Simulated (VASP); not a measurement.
Given:

```xyz
1
Lattice="0.0000 2.4657 2.4657 2.4657 0.0000 2.4657 2.4657 2.4657 0.0000" Properties=species:S:1:pos:R:3 pbc="T T T"
Tb     0.0000     0.0000     0.0000
```

These are PBEsol GGA, VASP's PBE PAW potentials (set 64) (plane waves; VASP) values and carry that method's errors. Settings: 400 eV cut-off, 14×14×14 Γ-centred mesh, tetrahedra with Blöchl corrections, potentials Tb_3.

The 4f electrons are frozen in the core of the lanthanide potential, so 4f levels, which can set the real gap, and their magnetism are missing.

Predict the energy per atom (σ→0), band gap (on the k-mesh) with the smallest direct gap where there is one.

```yaml
band gap (on the k-mesh): none (metal, semimetal or under 0.01 eV)
energy per atom (σ→0): -4999 meV/atom
```

Only differences to runs with the same potentials and settings are physical.

The structure was generated: Tb was put into the fcc type (Fm-3m), which need not be its known phase. It was relaxed first, which changed the volume by -6 %.
